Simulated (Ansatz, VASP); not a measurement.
## One calculation of LiCuAuO2, two programs

The input INCAR:

```
SYSTEM = LiCuAuO2
PREC = Accurate ; ENCUT = 520
EDIFF = 1E-7 ; ISMEAR = -1
SIGMA = 0.05 ; LREAL = .False.
LASPH = .True. ; NELM = 80
ALGO = Normal ; ISIF = 2
LWAVE = .False. ; LCHARG = .False.
GGA = PE ; NBANDS = 26
```

File KPOINTS:

```
Automatic mesh
0
Gamma
  9 9 4
  0 0 0
```

The input POSCAR:

```
LiCuAuO2
1.0
    2.8539623424     -1.6668622648      0.0000000000
    2.8539623424      1.6668622648      0.0000000000
   -2.0512774080      0.0000000000      7.3358354809
Au Cu O Li
1 1 2 1
Direct
    0.9837460000      0.9837460000      0.9482990000
    0.5381130000      0.5381130000      0.6386720000
    0.8780830000      0.8780830000      0.6511660000
    0.0804940000      0.0804940000      0.2214780000
    0.4258140000      0.4258140000      0.2487190000
```

input.yaml

```yaml
crystal:
  lattice:
    - [2.8539623424, -1.6668622648, 0.0]
    - [2.8539623424, 1.6668622648, 0.0]
    - [-2.051277408, 0.0, 7.3358354809]
  atoms:
    - { symbol: Au, position: [0.983746, 0.983746, 0.948299] }
    - { symbol: Cu, position: [0.538113, 0.538113, 0.638672] }
    - { symbol: O, position: [0.878083, 0.878083, 0.651166] }
    - { symbol: O, position: [0.080494, 0.080494, 0.221478] }
    - { symbol: Li, position: [0.425814, 0.425814, 0.248719] }
hamiltonian:
  xc: pbe
  pseudopotentials: { kind: paw }
kpoints:
  mp_grid: { grid: [9, 9, 4] }
scf:
  occupations: { method: fermi_dirac, width: 0.05 }
output:
  forces: true
  stress: true
  eigenvalues: true
  write_density: true
  write_potential: true
  elf: true
  volumetric_format: npy
```

Change from the starting cell: volume scaled by 1.02.

Alike in both runs: task single point; functional PBE; k mesh 9 × 9 × 4; occupations fermi-dirac, width 0.05 eV; no spin polarisation.

|  | VASP | Ansatz |
| --- | --- | --- |
| version | VASP 6.6.1 | Ansatz 0.2.0 |
| potentials or method | VASP PAW PBE potentials, release 64 (Au, Cu, O, Li_sv) | Ansatz PAW |
| plane-wave cutoff (eV) | 520 | 420 |
| valence electrons in the cell | 37 | 53 |

Ansatz gave:

| Property | Result |
| --- | --- |
| gap on the k mesh at the Fermi level (eV) | none |
| rms of the force components (eV/Å) | 0.155 |

Task: Which values does VASP return?

Result: gap on the k mesh at the Fermi level (eV): none; rms of the force components (eV/Å): 0.140.

Atom by atom the forces differ by 0.024 eV/Å (rms over components). A gap of «none» marks a metal or a gap that the smearing closes. With one functional, cell and mesh, what is left measures potentials, basis and numerics. The two sets of potentials don't hold the same shells in valence.

Caveats: an odd number of electrons without spin polarisation forces a metal; a magnetic or distorted state may lie lower; the run has no spin polarisation, though such a crystal can be magnetic; semilocal functionals often make such compounds metallic where correlation or magnetic order opens a gap, which also shifts bond lengths. The runs have no spin-orbit coupling, so splittings on Au are missing.
